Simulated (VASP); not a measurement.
# From one sheet to two: Janus WSSe monolayer, part 2 of 2

What are the lattice, gap and band positions of Janus WSSe monolayer, and what does a second sheet change?

VASP 6.6.1, plane waves and PAW; the level of theory is named at each step.

So far. Step 13 (A rigid stacking): Energy at zero smearing: -35.07026 eV.

## 14. Relaxing the bilayer

The lowest stacking relaxes at the monolayer's lattice.

Input file INCAR:

```
SYSTEM = WSeS
PREC = Normal
ENCUT = 350
EDIFF = 1E-07
NELM = 120
ISMEAR = 0
SIGMA = 0.03
LREAL = .FALSE.
ALGO = Fast
GGA = MK
AGGAC = 0
LUSE_VDW = .TRUE.
PARAM1 = 0.1234
PARAM2 = 1
LASPH = .TRUE.
NBANDS = 24
LORBIT = 11
LWAVE = .FALSE.
LCHARG = .FALSE.
KPAR = 4
IBRION = 2
NSW = 70
ISIF = 2
EDIFFG = -0.004
POTIM = 0.8
MAXMIX = 40
IDIPOL = 3
LDIPOL = .TRUE.
DIPOL = 0.5 0.5 0.499
```

Input file POSCAR:

```
WSeS
1.0
    3.2271703630      0.0000000000      0.0000000000
   -1.6135851815      2.7948115167      0.0000000000
    0.0000000000      0.0000000000     26.6282017064
W S Se
2 2 2
Direct
    0.3333333300      0.6666666700      0.3772125200
    0.6666666700      0.3333333300      0.6162110400
    0.6666666700      0.3333333300      0.3192104400
    0.3333333300      0.6666666700      0.5582089600
    0.6666666700      0.3333333300      0.4417910400
    0.3333333300      0.6666666700      0.6807895600
```

Input file KPOINTS:

```
Automatic mesh
0
Gamma
12 12 1
0 0 0
```

The projector-augmented-wave data sets are W, S and Se (PBE family, release 64).

Command:

```sh
> mpirun -np 4 vasp_std
```

Wall time 8.5 min (4 MPI ranks of AMD EPYC 9R45, shared host); peak memory 1.6 GiB; 34 min of CPU time.

Step by step:

| step | energy less that of the first step (eV) | largest force (eV/Å) |
| --- | --- | --- |
| 1 | 0.0000 | 0.0373 |
| 2 | 0.0001 | 0.0764 |
| 3 | 0.0000 | 0.0152 |
| 4 | -0.0001 | 0.0073 |
| 5 | -0.0001 | 0.0062 |
| 6 | -0.0001 | 0.0070 |
| 7 | -0.0001 | 0.0089 |
| 8 | -0.0001 | 0.0140 |
| 9 | -0.0001 | 0.0247 |
| 10 | -0.0001 | 0.0597 |
| 11 | -0.0001 | 0.0395 |
| 12 | -0.0001 | 0.0394 |
| 13 | -0.0001 | 0.0381 |
| 14 | -0.0001 | 0.0355 |
| 15 | -0.0002 | 0.0305 |
| 16 | -0.0002 | 0.0232 |
| 17 | -0.0002 | 0.0123 |
| 18 | -0.0002 | 0.0106 |
| 19 | -0.0002 | 0.0157 |
| 20 | -0.0002 | 0.0125 |
| 21 | -0.0002 | 0.0092 |
| 22 | -0.0002 | 0.0023 |

The atoms that moved most (Å):

| atom | dx | dy | dz | length |
| --- | --- | --- | --- | --- |
| W1 | 0.000 | 0.000 | -0.016 | 0.016 |
| S3 | 0.000 | 0.000 | -0.016 | 0.016 |
| Se6 | 0.000 | 0.000 | 0.016 | 0.016 |
| W2 | 0.000 | 0.000 | 0.016 | 0.016 |
| S4 | 0.000 | 0.000 | 0.014 | 0.014 |
| Se5 | 0.000 | 0.000 | -0.013 | 0.013 |

The relaxed structure:

```
W S Se
1.0
     3.22717    0.00000    0.00000
    -1.61359    2.79481    0.00000
     0.00000    0.00000   26.62820
W S Se
2 2 2
Cartesian
  0.0000 1.8632 10.0288
  1.6136 0.9316 16.4241
  1.6136 0.9316 8.4843
  0.0000 1.8632 14.8776
  1.6136 0.9316 11.7509
  0.0000 1.8632 18.1438
```

Numbers from this step:

* electronic cycles: 222
* free energy (TOTEN): -35.09 eV
* Fermi energy: 0.038 eV
* dipole moment: 0, 0, -0.06674 e·Å
* gap on the k-mesh: 1.071 eV
* least direct gap on the k-mesh: 1.167 eV

The run ended after 22 ionic steps, 0.000 eV below its first step, once the forces on the free atoms met EDIFFG = -0.004.

## 15. Levels and bands of the bilayer

The same static run as for one sheet shows what the neighbour does to the levels.

INCAR: that of step 14 with these lines changed.

```diff
@@ -3,3 +3,3 @@
 ENCUT = 350
-EDIFF = 1E-07
+EDIFF = 1E-06
 NELM = 120
@@ -20,8 +20,2 @@
 KPAR = 4
-IBRION = 2
-NSW = 70
-ISIF = 2
-EDIFFG = -0.004
-POTIM = 0.8
-MAXMIX = 40
 IDIPOL = 3
@@ -29 +23,4 @@
 DIPOL = 0.5 0.5 0.499
+LVHAR = .TRUE.
+LVACPOTAV = .TRUE.
+NEDOS = 1500
```

Input file POSCAR:

```
WSeS
1.0
    3.2271703630      0.0000000000      0.0000000000
   -1.6135851815      2.7948115167      0.0000000000
    0.0000000000      0.0000000000     26.6282017064
W S Se
2 2 2
Direct
    0.3333333300      0.6666666700      0.3766227924
    0.6666666700      0.3333333300      0.6167945111
    0.6666666700      0.3333333300      0.3186217498
    0.3333333300      0.6666666700      0.5587167521
    0.6666666700      0.3333333300      0.4412936323
    0.3333333300      0.6666666700      0.6813741222
```

KPOINTS is that of step 14.

Input file KPOINTS_OPT:

```
Line mode
14
Line-mode
Reciprocal
  0.00000000   0.00000000   0.00000000 GAMMA
  0.50000000   0.00000000   0.00000000 M

  0.50000000   0.00000000   0.00000000 M
  0.33333333   0.33333333   0.00000000 K

  0.33333333   0.33333333   0.00000000 K
  0.00000000   0.00000000   0.00000000 GAMMA
```

Command:

```sh
> mpirun -np 4 vasp_std
```

It took 57 s on 4 MPI ranks; peak memory 1.7 GiB.

This step gave:

```yaml
electronic_cycles: 25
fermi_energy: 0.0187 eV
least_gap_on_mesh_and_path: 1.069 eV
least_direct_gap_on_mesh_and_path: 1.167 eV
dipole_moment: 0, 0, -0.06675 e·Å
vacuum_levels: 4.465, 5.804 eV
ionisation_potentials_of_the_upper_and_lower_face: 4.567, 5.906 eV
electron_affinities_of_the_upper_and_lower_face: 3.498, 4.837 eV
```

The electronic bands at the labelled points (eV, zero at the valence-band top; v1 is the highest filled band, c1 the lowest empty one):

| point | v4 | v3 | v2 | v1 | c1 | c2 | c3 | c4 |
| --- | --- | --- | --- | --- | --- | --- | --- | --- |
| Γ | -1.23 | -1.23 | -0.66 | 0.00 | 2.28 | 2.28 | 2.53 | 2.53 |
| 0.46 of the way | -1.68 | -1.62 | -1.33 | -0.76 | 1.34 | 1.88 | 2.00 | 2.52 |
| M | -1.60 | -1.59 | -0.96 | -0.94 | 2.00 | 2.29 | 2.63 | 2.95 |
| 0.46 of the way | -2.52 | -2.18 | -1.05 | -0.41 | 1.75 | 2.37 | 2.57 | 2.86 |
| K | -2.92 | -2.37 | -0.68 | -0.05 | 1.12 | 1.75 | 2.24 | 3.05 |
| 0.46 of the way | -2.10 | -1.50 | -1.38 | -0.74 | 1.07 | 1.75 | 1.98 | 2.41 |
| Γ | -1.23 | -1.23 | -0.66 | 0.00 | 2.28 | 2.28 | 2.53 | 2.54 |

Of the projections kept (W, S, Se), the largest for each band there; the rest of the weight can lie on other orbitals:

| point | v4 | v3 | v2 | v1 | c1 | c2 | c3 | c4 |
| --- | --- | --- | --- | --- | --- | --- | --- | --- |
| Γ | W 0.65 | W 0.65 | W 0.68 | W 0.76 | W 0.52 | W 0.52 | Se 0.59 | Se 0.59 |
| M | Se 0.50 | W 0.73 | Se 0.50 | W 0.73 | W 0.97 | W 0.89 | W 0.97 | W 0.89 |
| K | W 0.35 | W 0.39 | W 0.83 | W 0.83 | W 0.95 | W 0.95 | W 0.75 | W 0.79 |
| Γ | W 0.65 | W 0.65 | W 0.68 | W 0.76 | W 0.52 | W 0.52 | Se 0.59 | Se 0.59 |

Zero at the Fermi level. Table of planar average of the electrostatic potential by height:

| height (Å) | planar average of the electrostatic potential (eV) |
| --- | --- |
| 0.0 | 5.38 |
| 0.5 | 5.79 |
| 1.0 | 5.79 |
| 1.5 | 5.79 |
| 2.0 | 5.79 |
| 2.5 | 5.79 |
| 3.0 | 5.79 |
| 3.5 | 5.79 |
| 4.0 | 5.79 |
| 4.5 | 5.79 |
| 5.0 | 5.78 |
| 5.5 | 5.78 |
| 6.0 | 5.76 |
| 6.5 | 5.67 |
| 7.0 | 5.28 |
| 7.5 | 3.48 |
| 8.0 | -5.39 |
| 8.5 | -13.7 |
| 9.0 | -8.26 |
| 9.5 | -6.78 |
| 10.0 | -9.23 |
| 10.5 | -7.11 |
| 11.0 | -5.61 |
| 11.5 | -10.7 |
| 12.0 | -9.97 |
| 12.5 | -1.37 |
| 13.0 | 3.61 |
| 13.5 | 4.16 |
| 14.0 | 1.94 |
| 14.5 | -8.82 |
| 15.0 | -14.2 |
| 15.5 | -7.41 |
| 16.0 | -8.14 |
| 16.5 | -9.82 |
| 17.0 | -6.94 |
| 17.5 | -7.52 |
| 18.0 | -11.5 |
| 18.5 | -9.71 |
| 19.0 | 0.00176 |
| 19.5 | 3.42 |
| 20.0 | 4.21 |
| 20.5 | 4.39 |
| 21.0 | 4.43 |
| 21.5 | 4.44 |
| 22.0 | 4.45 |
| 22.5 | 4.45 |
| 23.0 | 4.45 |
| 23.5 | 4.45 |
| 24.0 | 4.45 |
| 24.5 | 4.45 |
| 25.0 | 4.45 |
| 25.5 | 4.45 |
| 26.0 | 4.45 |
| 26.5 | 5.06 |

Density of states in the PAW spheres, an atom over height of the layer and energy from the Fermi level.

Ten even steps from '0' (0.00 states/eV) to '9' (1.67 states/eV), each cell a mean:
```
000000
000000
040000
291010
131150
143171
365142
343254
252355
251242
463242
121352
463342
132131
121352
353232
132232
011252
000121
000010
000000
000000
```
Columns: height of the layer (Å) from 8.5 to 18.1 (not evenly spaced); rows upwards: energy from the Fermi level (eV) from -7.9 to 0.5.

The map of layer states is cut here 0.5 eV above the Fermi level, so it leaves out the states above that.

The vacuum level lies 4.57 eV above the highest filled level at the upper face; the two faces differ by 1.34 eV, the step that the slab's dipole of -0.067 e·Å makes.

VASP counts the dipole in electrons times Å, so a positive number points the physical dipole along −c.

The program found no field-free point at its default tolerance, but its printed level agrees with the flat part of the planar average.

## 16. Putting the energies together

This step: monolayer and bilayer, optB86b-vdW; plane waves and PAW (VASP 6.6.1).

No new run; the numbers come from the runs before.

Numbers from this step:

```yaml
polarisability_per_area_of_the_slab_or_monolayer: 0.4296 Å
gap_with_spin_orbit: 1.442 eV
binding_energy: -25.50 meV/Å²
interlayer_gap: 3.127 Å
bilayer_gap: 1.069 eV
bilayer_level_below_vacuum: 4.567 eV
lattice_a: 3.227 Å
lattice_b: 3.227 Å
thickness: 3.264 Å
monolayer_gap: 1.782 eV
ionisation_potential_at_the_upper_face: 5.227 eV
```

VASP counts both for electrons: a positive EFIELD is a field along -c, and a positive dipole, in electrons times A, points along -c. Field, by row:

| EFIELD (eV/Å) | dipole along z of the monolayer (e Å) | energy change of the monolayer (eV) |
| --- | --- | --- |
| -0.1 | -0.06233 | -0.004888 |
| 0 | -0.03542 | 0 |
| 0.1 | -0.008513 | 0.002195 |

Rigid sheets, 3.1 Å apart. Stackings, by row:

| stacking | energy above the lowest (meV/Å²) |
| --- | --- |
| turned by 180 degrees, shift 0.00 0.00 | 0 |
| same orientation, shift 0.67 0.33 | 0.06976 |
| same orientation, shift 0.33 0.67 | 0.9241 |
| turned by 180 degrees, shift 0.67 0.33 | 2.69 |
| turned by 180 degrees, shift 0.33 0.67 | 20.61 |
| same orientation, shift 0.00 0.00 | 22.63 |

The polarisability is the slope of the dipole against the field, as a volume for each unit of area.

## 17. What came out

```json
{
 "lattice a": "3.23 Å",
 "monolayer gap": "1.78 eV",
 "gap with spin orbit": "1.44 eV",
 "binding energy": "-25.5 meV/Å²",
 "interlayer gap": "3.13 Å",
 "bilayer gap": "1.07 eV",
 "polarisability per area of the slab or monolayer": "0.430 Å"
}
```

In words: The monolayer relaxes to a = 3.227 Å and has a gap of 1.78 eV (1.44 eV with spin-orbit coupling). The ionisation potential is 5.23 eV at the upper face and 5.94 eV at the lower. Of 6 rigid stackings the lowest has the upper sheet turned by 180 degrees and shifted by (0.00, 0.00) in cell vectors, and the highest lies 22.6 meV/Å² above it. Relaxed, the sheets lie 3.13 Å apart and bind by 25.5 meV/Å². The next stacking lies close, and only the lowest was relaxed, so the order could change. The second sheet narrows the gap, to 1.07 eV. All runs are without spin polarisation. Both sheets point the same way up; pairs with like faces together were not tried. The bilayer keeps the monolayer's lattice, and only high-symmetry stackings were tried. Semilocal gaps are too small. Levels against the vacuum, binding and the bilayer's gap are without spin-orbit coupling.

[Lines on the potential files, build, host, timing and source positions are cut from VASP's logs without a mark.]

[Logs are printed without paths, hosts, clocks, repeated set-up lines and the standing remarks that a program may print on its own settings, such as how far it seeks lower states.]

[Hosts, paths, dates, database ids (printed as entryN), source tags and the programs' standing remarks are cut or masked in the printed files.]

[Runs that stopped without an error message from VASP are left out.]
